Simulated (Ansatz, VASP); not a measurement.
# MoS2: VASP beside Ansatz

Wanted: the spread between two codes on one cell, functional and k mesh. The cell is taken from a series of runs on this material, whose earlier steps may have relaxed, scaled, displaced or heated it; both programs get it as it stands.

Main program and level: Ansatz 0.2.0; plane waves, with VASP 6.6.1 beside it; PBE with D3(BJ).

### Step 1. The structure

The structure is hexagonal, space group P6_3/mmc (No. 194). The conventional cell has a = 3.149 Å, b = 3.149 Å, c = 12.091 Å, α = 90.00°, β = 90.00°, γ = 120.00°. Nearest to S lie 3 Mo at 2.40 Å. Nearest to Mo lie 6 S at 2.40 Å. Farther neighbours and most contacts between anions are not listed.

### Step 2. Ansatz: relaxation of cell and atoms, PBE with D3(BJ)

Ansatz runs on its PAW soft_1 files.

The relaxed volume is the usual yardstick between codes: in a stiff, nearly cubic crystal its relative difference is about their pressure difference at one cell divided by the bulk modulus.

Input file input.yaml:

```yaml
crystal:
  lattice:
    - [3.1492303676, 0.0, 0.0]
    - [-1.5746151838, 2.7273135007, 0.0]
    - [0.0, 0.0, 12.0909194473]
  atoms:
    - { symbol: S, position: [0.3333333333, 0.6666666667, 0.6205004873] }
    - { symbol: S, position: [0.6666666667, 0.3333333333, 0.1205004873] }
    - { symbol: S, position: [0.3333333333, 0.6666666667, 0.8794995127] }
    - { symbol: S, position: [0.6666666667, 0.3333333333, 0.3794995127] }
    - { symbol: Mo, position: [0.3333333333, 0.6666666667, 0.25] }
    - { symbol: Mo, position: [0.6666666667, 0.3333333333, 0.75] }
kpoints:
  mp_grid: { grid: [12, 12, 4] }
hamiltonian:
  xc: pbe
  dispersion: d3bj
  pseudopotentials: { kind: paw, azcp: { folder: soft_1 } }
scf:
  occupations: { method: fixed }
output:
  forces: true
  stress: true
  eigenvalues: true
relax:
  adjacent_minimum: "off"
  f_tol: 0.001
  max_steps: 60
  cell: { stress_tol: 0.01 }
```

The run is started by

```
ansatz run input.yaml --threads 8 --pin off --max-ram 16384MiB --backend cpu --events-out ev --progress --plain --runs-dir out
```

Numbers of over 12 decimals in the logs are rounded to 6 here.

The program printed:

```text
Engine: ansatz 0.2.0, aarch64-unknown-linux-gnu
Pseudopotentials: kind: paw
Pseudopotential: S, paw, valence charge 6, recommended cutoff 420 eV (normal), soft_1/S.paw.azcp
Pseudopotential: Mo, paw, valence charge 14, recommended cutoff 420 eV (normal), soft_1/Mo.paw.azcp
Functional definition: PBE
  parameter kappa = 0.804
  parameter beta = 0.066725
  exchange = pbe_x(kappa = kappa, mu = beta*pi^2/3)
  correlation = pbe_c(beta = beta)
Crystal: 6 atoms, lattice volume = 103.848 Å³
Basis set: ecut = 420 eV, 2009 PW (Γ), exchange–correlation on 48×48×162 points (8 copies of the dense FFT grid, shifted against one another)
Bands: 32, of which v1, the nominal top of the filled ones, is band 26 counted from 1 (25 counted from 0)
Symmetry: 24 space group operations
Space group: P63/mmc (ITA 194), of the structure as read, at distance tolerance 4.7e-5 Å
k-points: 57 of 576
Non-local potential: S, projectors of the file, l = 0: 2, l = 1: 2, l = 2: 1
Non-local potential: Mo, projectors of the file, l = 0: 3, l = 1: 2, l = 2: 2, l = 3: 1
PAW form: soft (Blöchl's): semilocal exchange-correlation on the pseudo side does not see the compensation charge
PAW one-centre angular grid: S, 110 points (default); XC on 64 Gauss nodes
PAW one-centre angular grid: Mo, 590 points (default); XC on 64 Gauss nodes
Initial density: superposition of atomic densities (chi_scale 0.1, normalization cell, long waves kept (reshape's long-wave potential 0.07 eV rms))
Initial wavefunctions: pseudopotential atomic-orbital guess
Functional: x = pbe(κ = 0.804, μ = 0.219515), c = pbe(β = 0.066725)
SCF iter   1: F=—  HF=-13529.679773 eV  |F-HF|=—  |Δ(HF+E_count)|=         —  Δρ=6.12e-2  dr2=4.90e0  ethr=3.10e-3  ⟨swp⟩=5.3  Hψ=7818  notcnv=0  defer=153
preconditioner: auto → Resta (q_TF=auto, 2.431 Å⁻¹)  ε∞=8.0  [insulator: Δε(μ)=0.655 eV  Ē_g=8.240 eV  n_scr=26 (ndim 8)  ℏωp=21.9 eV  f_vac=0.000  ε∞_Penn≈8.0]
SCF iter   2: F=—  HF=-13528.537423 eV  |F-HF|=—  |Δ(HF+E_count)|=    1.14e0  Δρ=2.67e-2  dr2=1.76e0  ethr=3.10e-3  ⟨swp⟩=3.0  Hψ=4006  notcnv=0  defer=135
SCF iter   3: F=—  HF=-13528.245220 eV  |F-HF|=—  |Δ(HF+E_count)|=   2.92e-1  Δρ=1.52e-2  dr2=3.43e-1  ethr=3.10e-3  ⟨swp⟩=2.1  Hψ=2374  notcnv=0  defer=175
SCF iter   4: F=—  HF=-13528.165053 eV  |F-HF|=—  |Δ(HF+E_count)|=   8.02e-2  Δρ=3.07e-3  dr2=1.63e-2  ethr=6.60e-4  ⟨swp⟩=2.3  Hψ=3028  notcnv=0  defer=207
SCF iter   5: F=—  HF=-13528.166893 eV  |F-HF|=—  |Δ(HF+E_count)|=   1.84e-3  Δρ=8.97e-4  dr2=1.27e-3  ethr=3.13e-5  ⟨swp⟩=2.2  Hψ=3007  notcnv=0  defer=225
SCF iter   6: F=—  HF=-13528.167432 eV  |F-HF|=—  |Δ(HF+E_count)|=   5.40e-4  Δρ=3.60e-4  dr2=1.66e-4  ethr=2.45e-6  ⟨swp⟩=2.2  Hψ=3135  notcnv=0  defer=226
SCF iter   7: F=—  HF=-13528.167448 eV  |F-HF|=—  |Δ(HF+E_count)|=   1.59e-5  Δρ=5.22e-5  dr2=3.42e-6  ethr=3.19e-7  ⟨swp⟩=2.1  Hψ=2641  notcnv=0  defer=188
SCF iter   8: F=—  HF=-13528.167457 eV  |F-HF|=—  |Δ(HF+E_count)|=   8.84e-6  Δρ=1.36e-5  dr2=2.05e-7  ethr=6.59e-9  ⟨swp⟩=3.5  Hψ=4339  notcnv=0  defer=140
SCF iter   9: F=-13528.167457 eV  HF=-13528.167457 eV  |F-HF|=5.52e-9  |Δ(HF+E_count)|=   1.60e-7  Δρ=2.03e-6  dr2=4.30e-9  ethr=1.92e-10  ⟨swp⟩=12.6  Hψ=10374  notcnv=0
SCF 1 converged in 9 iterations: F = -13528.167457 eV  dr2 = 4.30e-9
  greatest PAW one-centre occupation: 0.999 electrons in one spin orbital (limit 2), on the Mo atom at site 5 (counted from 0), in its partial waves of l = 0
relax step   1: F+E_penalty+E_count = -13528.16745700 eV  Δ(F+E_penalty+E_count) = +0.000e0 eV  max|allowed force component| = 2.475e-3 eV/Å  Δτ_max = 0.0000 Å  P = +0.018 GPa  Ω = 103.848 Å³  (9 SCF iters, dr2 threshold 1.00e-7 eV, accepted)
[...]
relax step   2: F+E_penalty+E_count = -13528.16745972 eV  Δ(F+E_penalty+E_count) = -2.720e-6 eV  max|allowed force component| = 1.048e-3 eV/Å  Δτ_max = 0.0004 Å  P = -0.005 GPa  Ω = 103.838 Å³  energy of the carried Pulay correction = +2.017e-6 eV  (5 SCF iters, dr2 threshold 8.72e-10 eV, accepted)
[...]
relax step   3: F+E_penalty+E_count = -13528.16745823 eV  Δ(F+E_penalty+E_count) = +1.490e-6 eV  max|allowed force component| = 1.665e-4 eV/Å  Δτ_max = 0.0002 Å  P = -0.000 GPa  Ω = 103.847 Å³  energy of the carried Pulay correction = +1.507e-7 eV  (6 SCF iters, dr2 threshold 6.87e-11 eV, accepted)
[...]
relax step   4: F+E_penalty+E_count = -13528.16745879 eV  Δ(F+E_penalty+E_count) = -5.642e-7 eV  max|allowed force component| = 1.662e-4 eV/Å  Δτ_max = 0.0000 Å  P = -0.000 GPa  Ω = 103.847 Å³  stress off target by 1.85e-3 GPa  SCF on the basis re-selected at this cell (its energy is not comparable with the rows above)  (10 SCF iters)
basis re-selected at this cell: Δ(F+E_penalty+E_count) = -5.642e-7 eV, ΔP = -0.000 GPa vs the last step (what re-selecting the basis moved, of the pressure what is left beyond the Pulay correction that the steps carried, after the strain that the cell walked since its last selection, with what the two solves' SCF thresholds leave and, on support functions, any second-order correction that the steps lacked; it is no m [...]
SCF converged after 10 iterations
Free energy (F): -13528.167459 eV
Harris-Foulkes:  -13528.167459 eV  (|F-HF|=3.64e-12)
Internal energy: -13528.167459 eV  (E = F + TS)
E sigma→0 (E₀):  -13528.167459 eV
Fermi energy:    11.465189 eV
--- Per-component energies (eV) ---
  E_band       = -287.006049
  E_kinetic    = 1270.804269
  E_local      = -3752.110080  (includes V_loc(G=0)·N_el)
  E_nonlocal   = 433.919954
  E_hartree    = 1445.194763
  E_xc         = -709.873968
  E_vxc        = -772.834963  (∫ρ·V_xc dr)
  E_paw        = -8857.323760  (= ΣΔE_a)
  E_vpaw       = -357.174851  (= ΣTr[D̂ρ^β])
  E_aug_tail   = 0.000091  (compensation charges beyond the density's cutoff)
  E_ewald      = -3356.153063
  E_disp       = -2.625665  (pairwise vdW)
  E_smearing   = -0.000000  (= −TS)
  E_closure    = 0.000000  (closes the sum)
  Σ components = -13528.167459   (vs F -13528.167459, Δ=0.00e0)
--- Forces (eV/Å), atoms counted from 1 ---
  atom   1  S     -0.00000000    -0.00000000    -0.00016622
  atom   2  S      0.00000000     0.00000000    -0.00016622
  atom   3  S     -0.00000000    -0.00000000     0.00016622
  atom   4  S     -0.00000000     0.00000000     0.00016622
  atom   5  Mo     0.00000000     0.00000000     0.00000000
  atom   6  Mo    -0.00000000    -0.00000000     0.00000000
  max |Σ_I F_I| component: 3.99e-17 eV/Å
--- Stress (GPa, compression-positive) ---
       -0.001149       0.000000       0.000000
       -0.000000      -0.001149       0.000000
        0.000000       0.000000       0.001846
  P = ⅓ Tr σ = -0.0002 GPa (-0.002 kbar)
--- Band table (eV; the first three rows and the last of 57) ---
  k-point 0: bands = [... 22 lower, 9.3024, 10.1804, 10.3587, 11.4652, 13.5456, 13.5456, 13.5812, 13.5812, ... 2 higher]
  k-point 1: bands = [... 22 lower, 9.2934, 9.5598, 10.8292, 11.4018, 13.5454, 13.5454, 13.5646, 13.5646, ... 2 higher]
  k-point 2: bands = [... 22 lower, 9.2719, 9.2719, 11.1987, 11.1987, 13.5492, 13.5492, 13.5492, 13.5492, ... 2 higher]
  k-point 56: bands = [... 22 lower, 8.4947, 8.4947, 10.7065, 10.7065, 12.5237, 12.5237, 13.6796, 13.6796, ... 2 higher]
--- Relaxed structure (3 steps of the walk, 3 accepted, 1 SCFs on fresh bases) ---
  F+E_penalty+E_count = -13528.16745879 eV   max|allowed force component| = 1.662e-4 eV/Å   (the final SCF, on the basis selected at the relaxed cell)
  cell:  # Å, volume = 103.8474 Å³
    - [3.149378, 0.0, 0.0]
    - [-1.574689, 2.727442, 0.0]
    - [0.0, 0.0, 12.089694]
  atoms:
    - { symbol: S, position: [0.333333, 0.666667, 0.620483] }
    - { symbol: S, position: [0.666667, 0.333333, 0.120483] }
    - { symbol: S, position: [0.333333, 0.666667, 0.879517] }
    - { symbol: S, position: [0.666667, 0.333333, 0.379517] }
    - { symbol: Mo, position: [0.333333, 0.666667, 0.25] }
    - { symbol: Mo, position: [0.666667, 0.333333, 0.750000] }
```

(Continued in part 2 of 2.)

[Lines on the potential files, build, host, timing and source positions are cut from VASP's logs without a mark.]

[Logs are printed without paths, hosts, clocks, repeated set-up lines and the standing remarks that a program may print on its own settings, such as how far it seeks lower states.]

[Hosts, paths, dates, database ids (printed as entryN), source tags and the programs' standing remarks are cut or masked in the printed files.]
